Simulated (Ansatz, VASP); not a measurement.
# Al2InAs2P in two plane-wave programs

Wanted: the spread between two codes on one cell, functional and k mesh. The cell is generated by rule, not measured, and may not be a known phase. The cell is taken from a series of runs on this material, whose earlier steps may have relaxed, scaled, displaced or heated it; both programs get it as it stands.

Method: plane waves, with VASP 6.6.1 beside it; relaxation of cell and atoms at PBE, in Ansatz 0.2.0.

The structure was built from a prototype and need not be the compound's stable phase.

**1. Starting point**

Symmetry: Imm2, No. 44, orthorhombic system. The conventional cell has a = 4.091 Å, b = 4.108 Å, c = 17.410 Å, α = 90.00°, β = 90.00°, γ = 90.00°. Nearest to Al lie 2 P at 2.42 Å and 2 As at 2.49 Å. Al has 4 As at 2.48 to 2.49 Å nearest. Nearest to As lie 4 Al at 2.49 Å. Nearest to As lie 2 Al at 2.48 Å and 2 In at 2.63 Å. Nearest to In lie 2 P at 2.57 Å and 2 As at 2.63 Å. Nearest to P lie 2 Al at 2.42 Å and 2 In at 2.57 Å. Farther neighbours are not listed.

Structure file:

```
Al As In P
1.0
     2.90501    2.90501    0.00000
    -2.89300    2.89300    0.00000
     2.89900    0.00601    8.70493
Al As In P
2 2 1 1
Direct
  0.99977 0.00023 0.00047
  0.33733 0.66267 0.32535
  0.41890 0.08110 0.16220
  0.75766 0.74234 0.48468
  0.66254 0.33746 0.67492
  0.07381 0.42619 0.85238
```

**2. VASP: relaxation of cell and atoms, PBE, pair 1**

The relaxed volume is the usual yardstick between codes: in a stiff, nearly cubic crystal its relative difference is about their pressure difference at one cell divided by the bulk modulus.

Lines of VASP's logs that name or quote its potential files are left out, and so is its time.

INCAR

```
SYSTEM = Al2InAs2P
PREC = Accurate
ENCUT = 500
EDIFF = 1E-07
NELM = 120
ISMEAR = 0
SIGMA = 0.02
LREAL = .FALSE.
ALGO = Normal
GGA = PE
NBANDS = 23
LORBIT = 11
LWAVE = .FALSE.
LCHARG = .FALSE.
ISIF = 3
IBRION = 2
NSW = 80
EDIFFG = -0.005
LASPH = .TRUE.
GGA_COMPAT = .FALSE.
NELMIN = 4
EFERMI = MIDGAP
KPAR = 2
```

POSCAR

```
Al2InAs2P
1.0
    2.9050100000      2.9050100000      0.0000000000
   -2.8929990000      2.8929990000      0.0000000000
    2.8990040000      0.0060060000      8.7049260000
Al As In P
2 2 1 1
Direct
    0.9997650755      0.0002349244      0.0004698489
    0.3373264172      0.6626733537      0.3253471655
    0.4188983916      0.0811015804      0.1622032169
    0.7576605476      0.7423391958      0.4846789048
    0.6625386017      0.3374612816      0.6749227966
    0.0738109663      0.4261888863      0.8523780673
```

KPOINTS

```
Automatic mesh
0
Gamma
6 6 6
0 0 0
```

PAW data sets: Al, As, In_d and P (PBE family, release 64).

On the command line:

```bash
$ mpirun -np 2 vasp_std
```

Numbers of over 12 decimals in the logs are rounded to 6 here.

Log:

```text
[banner, memory and clock lines left out]
running    2 mpi-ranks, on    1 nodes
 distrk:  each k-point on    1 cores,    2 groups
 distr:  one band on    1 cores,    1 groups

 POSCAR found type information on POSCAR AlAsInP
 POSCAR found :  4 types and       6 ions
 LDA part: xc-table for (Slater+PW92), standard interpolation
 POSCAR, INCAR and KPOINTS ok, starting setup
 FFT: planning ... GRIDC
 FFT: planning ... GRID_SOFT
 FFT: planning ... GRID
 WAVECAR not read
 entering main loop
       N       E                     dE             d eps       ncg     rms          rms(c)
DAV:   1     0.206265400716E+03    0.20627E+03   -0.13413E+04  2116   0.130E+03
DAV:   2    -0.517759903816E+01   -0.21144E+03   -0.20107E+03  2215   0.295E+02
DAV:   3    -0.272955271517E+02   -0.22118E+02   -0.21712E+02  2804   0.971E+01
DAV:   4    -0.280646005788E+02   -0.76907E+00   -0.76640E+00  2629   0.202E+01
DAV:   5    -0.280989767702E+02   -0.34376E-01   -0.34372E-01  3263   0.426E+00    0.701E+00
DAV:   6    -0.273094558785E+02    0.78952E+00   -0.15210E+00  3317   0.136E+01    0.442E+00
DAV:   7    -0.272284434651E+02    0.81012E-01   -0.68521E-01  3022   0.466E+00    0.135E+00
DAV:   8    -0.272261711036E+02    0.22724E-02   -0.55767E-02  2824   0.218E+00    0.811E-01
DAV:   9    -0.272283403488E+02   -0.21692E-02   -0.59043E-03  2592   0.642E-01    0.190E-01
DAV:  10    -0.272286664462E+02   -0.32610E-03   -0.56678E-04  3173   0.163E-01    0.153E-01
DAV:  11    -0.272288657190E+02   -0.19927E-03   -0.19016E-04  2632   0.101E-01    0.456E-02
DAV:  12    -0.272288902828E+02   -0.24564E-04   -0.54600E-05  3296   0.648E-02    0.358E-02
DAV:  13    -0.272288933983E+02   -0.31156E-05   -0.80629E-06  2619   0.167E-02    0.228E-02
DAV:  14    -0.272288955248E+02   -0.21264E-05   -0.47327E-06  2459   0.119E-02    0.185E-02
DAV:  15    -0.272288959222E+02   -0.39739E-06   -0.11221E-06  3026   0.874E-03    0.504E-03
DAV:  16    -0.272288959168E+02    0.53819E-08   -0.55233E-08  1709   0.160E-03
   1 F= -.27228896E+02 E0= -.27228896E+02  d E =-.272289E+02
[...]
2 F= -.27228963E+02 E0= -.27228963E+02  d E =-.666935E-04
[...]
3 F= -.27228967E+02 E0= -.27228967E+02  d E =-.714458E-04
[...]
4 F= -.27228967E+02 E0= -.27228967E+02  d E =-.714431E-04
[...]
5 F= -.27228977E+02 E0= -.27228977E+02  d E =-.976700E-05
[...]
6 F= -.27228980E+02 E0= -.27228980E+02  d E =-.129437E-04
 curvature:  -1.07 expect dE=-0.361E-05 dE for cont linesearch -0.154E-07
 trial: gam= 0.26431 g(F)=  0.323E-05 g(S)=  0.150E-06 ort =-0.455E-06 (trialstep = 0.117E+01)
 search vector abs. value=  0.414E-05
 bond charge predicted
       N       E                     dE             d eps       ncg     rms          rms(c)
DAV:   1    -0.272289826188E+02   -0.22629E-05   -0.15043E-04  2480   0.675E-02    0.484E-03
DAV:   2    -0.272289829842E+02   -0.36540E-06   -0.90482E-06  2683   0.177E-02    0.263E-03
DAV:   3    -0.272289828330E+02    0.15114E-06   -0.44927E-07  2441   0.576E-03    0.137E-03
DAV:   4    -0.272289827693E+02    0.63691E-07   -0.11057E-07  1561   0.255E-03
   7 F= -.27228983E+02 E0= -.27228983E+02  d E =-.246569E-05
 trial-energy change:   -0.000002  1 .order   -0.000002   -0.000004   -0.000001
 step:   1.5963(harm=  1.5963)  dis= 0.00037  next Energy=   -27.228983 (dE=-0.260E-05)
 reached required accuracy - stopping structural energy minimisation
```

OUTCAR, selected parts (step 2):

```text
ion  position               nearest neighbor table
   1  1.000  0.000  0.000-   6 2.42   6 2.42   3 2.49   3 2.49
   2  0.337  0.663  0.325-   4 2.48   4 2.48   3 2.49   3 2.49
   3  0.419  0.081  0.162-   2 2.49   2 2.49   1 2.49   1 2.49
   4  0.758  0.742  0.485-   2 2.48   2 2.48   5 2.63   5 2.63
   5  0.663  0.337  0.675-   6 2.57   6 2.57   4 2.63   4 2.63
   6  0.074  0.426  0.852-   1 2.42   1 2.42   5 2.57   5 2.57

  LATTYP: Found a body centered orthorhombic cell.
 ALAT       =     4.0913184217
 B/A-ratio  =     1.0041517470
 C/A-ratio  =     4.2553158189

 Subroutine GETGRP returns: Found  4 space group operations
 (whereof  4 operations were pure point group operations)

The static configuration has the point symmetry C_2v.

 Found     46 irreducible k-points:

   k-points           NKPTS =     46   k-points in BZ     NKDIM =     46   number of bands    NBANDS=     23

   dimension x,y,z NGX =    30 NGY =   30 NGZ =   70
   dimension x,y,z NGXF=    60 NGYF=   60 NGZF=  140

   ENCUT  =  500.0 eV  36.75 Ry    6.06 a.u.   7.49  7.46 16.73*2*pi/ulx,y,z

   NELECT =      34.0000    total number of electrons

 k-points in reciprocal lattice and weights: Automatic mesh
   0.00000000  0.00000000  0.00000000       0.005
   0.16666667  0.00000000  0.00000000       0.019
   0.33333333  0.00000000  0.00000000       0.019
   0.50000000  0.00000000  0.00000000       0.009
   0.00000000  0.16666667  0.00000000       0.019
   0.16666667  0.16666667  0.00000000       0.019
   0.33333333  0.16666667  0.00000000       0.037
   0.50000000  0.16666667  0.00000000       0.037
  -0.33333333  0.16666667 -0.00000000       0.037
[...]
0.00000000  0.33333333  0.33333333       0.009
   0.00000000  0.00000000  0.50000000       0.005

 average (electrostatic) potential at core
       1 -76.2050       2 -76.1753       3 -49.4983       4 -49.5824       5 -96.7047
       6 -83.7380

 E-fermi :   4.7181

 k-point     1 :       0.0000    0.0000    0.0000
  band No.  band energies     occupation
    ...
     13       2.3239      2.00000
     14       2.4976      2.00000
     15       3.8787      2.00000
     16       4.0100      2.00000
     17       4.1568      2.00000
     18       5.2794      0.00000
     19       5.7956      0.00000
     20       6.2686      0.00000
     21       6.7878      0.00000
     22       7.2126      0.00000
    ...

 k-point     2 :       0.1667    0.0000    0.0000
  band No.  band energies     occupation
    ...
     13       2.0719      2.00000
     14       2.4061      2.00000
     15       2.6531      2.00000
     16       3.5361      2.00000
     17       4.0815      2.00000
     18       6.1500      0.00000
     19       6.3498      0.00000
     20       6.9275      0.00000
     21       7.6651      0.00000
     22       7.9278      0.00000
    ...

 k-point     3 :       0.3333    0.0000    0.0000
  band No.  band energies     occupation
    ...
     13       2.2876      2.00000
     14       2.5497      2.00000
     15       2.6771      2.00000
     16       2.9668      2.00000
     17       3.8952      2.00000
     18       6.3414      0.00000
     19       6.7426      0.00000
     20       6.9162      0.00000
     21       8.3514      0.00000
     22       8.8459      0.00000
    ...

  Total        0.0031091      0.0031091      0.0021143      0.0028876      0.0000000     -0.0000000
  in kB        0.0340209      0.0340209      0.0231352      0.0315967      0.0000000     -0.0000000
  external PRESSURE =       0.0303924 kB  Pullay stress =       0.0000000 kB

  energy-cutoff  :      500.00
  volume of cell :      146.42
      direct lattice vectors                 reciprocal lattice vectors
     2.906060926  2.906060926  0.000000000     0.172054204  0.172054204 -0.057413756
    -2.892759328  2.892759328  0.000000000    -0.172845351  0.172845351  0.057413737
     2.899409627  0.006651299  8.708714273     0.000000000 -0.000000000  0.114827513

 POSITION                                       TOTAL-FORCE (eV/Angst)
 -----------------------------------------------------------------------------------
      2.90606      2.90606      0.00216        -0.000000      0.000000      0.000379
      0.00665      2.89941      2.83200        -0.000000      0.000000      0.000004
      1.45303      1.45303      1.41246         0.000000     -0.000000     -0.001727
      1.45968      4.35244      4.22192        -0.000000      0.000000      0.001695
      2.90606      2.90606      5.87924         0.000000     -0.000000     -0.001341
      1.45303      1.45303      7.42400        -0.000000      0.000000      0.000991
 -----------------------------------------------------------------------------------
    total drift:                               -0.000446      0.000330     -0.000211

  FREE ENERGIE OF THE ION-ELECTRON SYSTEM (eV)
  ---------------------------------------------------
  free  energy   TOTEN  =       -27.2289827693 eV

  energy  without entropy=      -27.2289827693  energy(sigma->0) =      -27.22898277

 reached required accuracy - stopping structural energy minimisation

 total charge
# of ion       s       p       d       tot
------------------------------------------
    1        0.398   0.352   0.000   0.750
    2        0.403   0.352   0.000   0.756
    3        1.196   1.648   0.022   2.866
    4        1.204   1.615   0.022   2.842
    5        0.835   0.730   9.890  11.455
    6        1.022   1.511   0.000   2.533
--------------------------------------------------
tot          5.058   6.210   9.935  21.202

[... 3 further parts left out ...]
```

The run keeps the 4 symmetry operations of its start, so it cannot find a distortion of lower symmetry.

**3. Ansatz: relaxation of cell and atoms, PBE, pair 1**

Ansatz runs on its default PAW (the set named soft_2) files.

The same cell, functional, mesh and smearing now go to Ansatz, which takes its cutoff from its data sets.

input.yaml

```yaml
crystal:
  lattice:
    - [2.9050099653, 2.9050099653, 0.0]
    - [-2.8929985809, 2.8929985809, 0.0]
    - [2.8990042731, 0.0060056922, 8.7049262541]
  atoms:
    - { symbol: Al, position: [-0.0002349461, 0.0002349461, 0.0004698923] }
    - { symbol: Al, position: [0.3373264056, 0.6626735944, 0.3253471888] }
    - { symbol: As, position: [0.4188983934, 0.0811016066, 0.1622032131] }
    - { symbol: As, position: [0.7576605537, 0.7423394463, 0.4846788926] }
    - { symbol: In, position: [0.6625386139, 0.3374613861, 0.6749227722] }
    - { symbol: P, position: [0.0738109795, 0.4261890205, 0.852378041] }
kpoints:
  mp_grid: { grid: [6, 6, 6] }
hamiltonian:
  xc: pbe
scf:
  occupations: { method: gaussian, width: 0.02 }
output:
  forces: true
  stress: true
  eigenvalues: true
  write_density: true
  write_potential: true
  elf: true
  volumetric_format: npy
relax:
  adjacent_minimum: "off"
  f_tol: 0.005
  max_steps: 80
  cell: { stress_tol: 0.05 }
```

On the command line:

```bash
$ ansatz run input.yaml --threads 4 --pin off --max-ram 14336MiB --backend cpu --events-out ev --progress --plain --runs-dir out
```

Log:

```text
Engine: ansatz 0.2.0, aarch64-unknown-linux-gnu
Pseudopotentials: kind: paw
Pseudopotential: Al, paw, valence charge 3, recommended cutoff 420 eV (normal), Al.paw.azcp
Pseudopotential: As, paw, valence charge 15, recommended cutoff 420 eV (normal), As.paw.azcp
Pseudopotential: In, paw, valence charge 13, recommended cutoff 420 eV (normal), In.paw.azcp
Pseudopotential: P, paw, valence charge 5, recommended cutoff 420 eV (normal), P.paw.azcp
Functional definition: PBE
  parameter kappa = 0.804
  parameter beta = 0.066725
  exchange = pbe_x(kappa = kappa, mu = beta*pi^2/3)
  correlation = pbe_c(beta = beta)
Crystal: 6 atoms, lattice volume = 146.316 Å³
Basis set: ecut = 420 eV, 2861 PW (Γ), exchange–correlation on 60×60×128 points (8 copies of the dense FFT grid, shifted against one another)
Bands: 33, of which v1, the nominal top of the filled ones, is band 27 counted from 1 (26 counted from 0)
Symmetry: 4 space group operations
Space group: Imm2 (ITA 44), of the structure as read, at distance tolerance 5.3e-5 Å
k-points: 46 of 216 (time reversal used)
Non-local potential: Al, projectors of the file, l = 0: 2, l = 1: 2, l = 2: 1
Non-local potential: As, projectors of the file, l = 0: 2, l = 1: 2, l = 2: 3, l = 3: 1
Non-local potential: In, projectors of the file, l = 0: 2, l = 1: 2, l = 2: 2, l = 3: 2
Non-local potential: P, projectors of the file, l = 0: 2, l = 1: 2, l = 2: 2
PAW form: soft (Blöchl's): semilocal exchange-correlation on the pseudo side does not see the compensation charge
PAW one-centre angular grid: Al, 110 points (default); XC on 64 Gauss nodes
PAW one-centre angular grid: As, 590 points (default); XC on 64 Gauss nodes
PAW one-centre angular grid: In, 590 points (default); XC on 64 Gauss nodes
PAW one-centre angular grid: P, 110 points (default); XC on 64 Gauss nodes
Initial density: superposition of atomic densities (neutral atoms: chi_scale 0, normalization atom), corrected by the library's trained network
Initial wavefunctions: pseudopotential atomic-orbital guess
Functional: x = pbe(κ = 0.804, μ = 0.219515), c = pbe(β = 0.066725)
SCF iter   1: F=—  HF=-17143.283285 eV  |F-HF|=—  |Δ(HF+E_count)|=         —  Δρ=1.72e-3  dr2=8.27e-3  ethr=1.77e-3  ⟨swp⟩=8.6  Hψ=7491  notcnv=0
preconditioner: auto → Resta (q_TF=auto, 2.311 Å⁻¹)  ε∞=3.7  [insulator: Δε(μ)=1.122 eV  Ē_g=10.868 eV  σ=0.020 eV  W_gap=1.00  n_scr=34 (ndim 8)  ℏωp=17.9 eV  f_vac=0.014  D(μ)=0.00/eV (n_scr^D=0)  ε∞_Penn≈3.7]
SCF iter   2: F=—  HF=-17143.277658 eV  |F-HF|=—  |Δ(HF+E_count)|=   5.63e-3  Δρ=9.31e-4  dr2=2.08e-3  ethr=1.53e-5  ⟨swp⟩=2.8  Hψ=3016  notcnv=0  defer=77
SCF iter   3: F=—  HF=-17143.277422 eV  |F-HF|=—  |Δ(HF+E_count)|=   2.36e-4  Δρ=3.46e-4  dr2=3.04e-4  ethr=3.85e-6  ⟨swp⟩=2.0  Hψ=2266  notcnv=0  defer=77
SCF iter   4: F=—  HF=-17143.277421 eV  |F-HF|=—  |Δ(HF+E_count)|=   1.19e-6  Δρ=1.40e-4  dr2=3.99e-5  ethr=5.62e-7  ⟨swp⟩=3.0  Hψ=2731  notcnv=0  defer=77
SCF iter   5: F=—  HF=-17143.277438 eV  |F-HF|=—  |Δ(HF+E_count)|=   1.64e-5  Δρ=4.38e-5  dr2=4.77e-6  ethr=7.40e-8  ⟨swp⟩=2.0  Hψ=2681  notcnv=0  defer=77
SCF iter   6: F=—  HF=-17143.277441 eV  |F-HF|=—  |Δ(HF+E_count)|=   3.89e-6  Δρ=1.88e-5  dr2=7.13e-7  ethr=8.84e-9  ⟨swp⟩=2.0  Hψ=2683  notcnv=0  defer=77
SCF iter   7: F=-17143.277442 eV  HF=-17143.277442 eV  |F-HF|=5.85e-8  |Δ(HF+E_count)|=   8.18e-7  Δρ=4.44e-6  dr2=4.26e-8  ethr=1.85e-10  ⟨swp⟩=15.6  Hψ=15188  notcnv=0
SCF 1 converged in 7 iterations: F = -17143.277442 eV  dr2 = 4.26e-8
  greatest PAW one-centre occupation: 0.999 electrons in one spin orbital (limit 2), on the As atom at site 3 (counted from 0), in its partial waves of l = 2
relax step   1: F+E_penalty+E_count = -17143.27744236 eV  Δ(F+E_penalty+E_count) = +0.000e0 eV  max|allowed force component| = 2.167e-2 eV/Å  Δτ_max = 0.0000 Å  P = -0.015 GPa  Ω = 146.316 Å³  (7 SCF iters, dr2 threshold 1.00e-7 eV, accepted)
[...]
relax step   2: F+E_penalty+E_count = -17143.27748193 eV  Δ(F+E_penalty+E_count) = -3.957e-5 eV  max|allowed force component| = 5.812e-3 eV/Å  Δτ_max = 0.0018 Å  P = -0.004 GPa  Ω = 146.290 Å³  energy of the carried Pulay correction = +4.788e-6 eV  (4 SCF iters, dr2 threshold 2.93e-8 eV, accepted)
[...]
relax step   3: F+E_penalty+E_count = -17143.27748809 eV  Δ(F+E_penalty+E_count) = -6.167e-6 eV  max|allowed force component| = 1.921e-3 eV/Å  Δτ_max = 0.0005 Å  P = +0.004 GPa  Ω = 146.273 Å³  energy of the carried Pulay correction = +8.091e-6 eV  (4 SCF iters, dr2 threshold 2.11e-9 eV, accepted)
[...]
relax step   4: F+E_penalty+E_count = -17143.27748043 eV  Δ(F+E_penalty+E_count) = +7.667e-6 eV  max|allowed force component| = 1.919e-3 eV/Å  Δτ_max = 0.0000 Å  P = +0.004 GPa  Ω = 146.273 Å³  stress off target by 6.46e-3 GPa  SCF on the basis re-selected at this cell (its energy is not comparable with the rows above)  (4 SCF iters)
basis re-selected at this cell: Δ(F+E_penalty+E_count) = +7.667e-6 eV, ΔP = -0.000 GPa vs the last step (what re-selecting the basis moved, of the pressure what is left beyond the Pulay correction that the steps carried, after the strain that the cell walked since its last selection, with what the two solves' SCF thresholds leave and, on support functions, any second-order correction that the steps lacked; it is no m [...]
SCF converged after 4 iterations
Free energy (F): -17143.277480 eV
Harris-Foulkes:  -17143.277480 eV  (|F-HF|=3.27e-11)
Internal energy: -17143.277480 eV  (E = F + TS)
E sigma→0 (E₀):  -17143.277480 eV
Fermi energy:    6.888409 eV
--- Per-component energies (eV) ---
  E_band       = -603.950754
  E_kinetic    = 564.105582
  E_local      = -6064.578508  (includes V_loc(G=0)·N_el)
  E_nonlocal   = -919.081070
  E_hartree    = 3023.652458
  E_xc         = -513.530434
  E_vxc        = -375.039627  (∫ρ·V_xc dr)
  E_paw        = -9330.891738  (= ΣΔE_a)
  E_vpaw       = 143.338004  (= ΣTr[D̂ρ^β])
  E_aug_tail   = 0.000043  (compensation charges beyond the density's cutoff)
  E_ewald      = -3902.953814
  E_smearing   = -0.000000  (= −TS)
  E_closure    = -0.000000  (closes the sum)
  Σ components = -17143.277480   (vs F -17143.277480, Δ=0.00e0)
--- Forces (eV/Å), atoms counted from 1 ---
  atom   1  Al     0.00000000    -0.00000000     0.00029931
  atom   2  Al    -0.00000000     0.00000000     0.00001263
  atom   3  As     0.00000000     0.00000000    -0.00006941
  atom   4  As     0.00000000    -0.00000000    -0.00191944
  atom   5  In    -0.00000000    -0.00000000     0.00136423
  atom   6  P      0.00000000    -0.00000000     0.00031268
  max |Σ_I F_I| component: 6.04e-9 eV/Å
--- Stress (GPa, compression-positive) ---
        0.003804      -0.002654      -0.000000
       -0.002654       0.003804       0.000000
       -0.000000       0.000000       0.004234
  P = ⅓ Tr σ = 0.0039 GPa (0.039 kbar)
--- Band table (eV; the first three rows and the last of 46) ---
  k-point 0: bands = [... 23 lower, 4.6656, 6.0472, 6.1786, 6.3233, 7.4535, 7.9713, 8.4445, 8.9627, ... 2 higher]
  k-point 1: bands = [... 23 lower, 4.7724, 5.6241, 6.0683, 6.2274, 7.8078, 7.9806, 8.5192, 8.8722, ... 2 higher]
  k-point 2: bands = [... 23 lower, 4.9948, 5.0219, 5.7899, 6.0073, 7.7882, 8.4035, 8.7180, 9.0600, ... 2 higher]
  k-point 45: bands = [... 23 lower, 3.6623, 3.7795, 4.0103, 4.0166, 7.9702, 8.4472, 8.6059, 9.4361, ... 2 higher]
--- Relaxed structure (3 steps of the walk, 3 accepted, 1 SCFs on fresh bases) ---
  F+E_penalty+E_count = -17143.27748043 eV   max|allowed force component| = 1.919e-3 eV/Å   (the final SCF, on the basis selected at the relaxed cell)
  cell:  # Å, volume = 146.2730 Å³
    - [2.905170, 2.905170, 0]
    - [-2.891880, 2.891880, 0]
    - [2.898525, 0.00664464, 8.705272]
  atoms:
    - { symbol: Al, position: [-0.000225035, 0.000225035, 0.00045007] }
    - { symbol: Al, position: [0.337411, 0.662589, 0.325179] }
    - { symbol: As, position: [0.418868, 0.081132, 0.162264] }
    - { symbol: As, position: [0.757654, 0.742346, 0.484693] }
    - { symbol: In, position: [0.662533, 0.337467, 0.674935] }
    - { symbol: P, position: [0.073760, 0.426240, 0.852480] }
```

**4. Differences**

Known differences besides the potentials themselves: the data sets hold 54 valence electrons in Ansatz (on its default PAW (the set named soft_2) files) and 34 in VASP; the cutoff is 420 eV in Ansatz and 500 eV in VASP; Ansatz adds a Pulay correction to the stress that steers its cell, VASP none. Total energies have different zeros and are not compared.

Both answers:

```
                                         quantity  Ansatz    VASP  difference
                                      volume (Å³)  146.27  146.42     -0.10 %
edge a after relaxation, in the typed setting (Å)   4.109   4.110     -0.03 %
edge b after relaxation, in the typed setting (Å)   4.090   4.091     -0.03 %
edge c after relaxation, in the typed setting (Å)   9.175   9.179     -0.04 %
```

(Part 1 of 2 ends here.)

[Lines on the potential files, build, host, timing and source positions are cut from VASP's logs without a mark.]

[Logs are printed without paths, hosts, clocks, repeated set-up lines and the standing remarks that a program may print on its own settings, such as how far it seeks lower states.]

[Hosts, paths, dates, database ids (printed as entryN), source tags and the programs' standing remarks are cut or masked in the printed files.]
